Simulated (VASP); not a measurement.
Ge2Pt (relaxed from the Al2Cu structure, space group I4/mcm): computed properties

All values below come from PBEsol GGA, VASP's PBE PAW potentials (set 64) (plane waves; VASP).

| Property | Value |
|---|---|
| space group | I4/mcm (140) |
| cell | a = b = 6.0389 Å, c = 5.5021 Å, α = β = γ = 90.00° |
| volume per atom | 16.72 Å³/atom |
| band gap (over mesh and band path) | none (metal, semimetal or under 0.01 eV) |
| density | 11.27 g/cm³ |

```cif
data_Ge4Pt2
_chemical_formula_sum 'Ge4 Pt2'
_space_group_name_H-M_alt 'P 1'
_space_group_IT_number 1
_cell_length_a 5.07962
_cell_length_b 5.07962
_cell_length_c 5.07962
_cell_angle_alpha 107.057
_cell_angle_beta 107.057
_cell_angle_gamma 114.417
loop_
_space_group_symop_operation_xyz
  'x, y, z'
loop_
_atom_site_label
_atom_site_type_symbol
_atom_site_fract_x
_atom_site_fract_y
_atom_site_fract_z
_atom_site_occupancy
Ge1 Ge 0.14996 0.64996 0.79992 1
Ge2 Ge 0.35004 0.14996 0.50000 1
Ge3 Ge 0.64996 0.85004 0.50000 1
Ge4 Ge 0.85004 0.35004 0.20008 1
Pt1 Pt 0.75000 0.75000 0.00000 1
Pt2 Pt 0.25000 0.25000 0.00000 1
```

Unless said otherwise, spin-orbit coupling is left out, though it shifts the bands of the heavy elements here.

The structure was generated: Ge2Pt was put into the Al2Cu type (I4/mcm), which need not be its known phase. It was relaxed first, which changed the volume by -10 %. Symmetry was kept, so distortions that lower it aren't found.
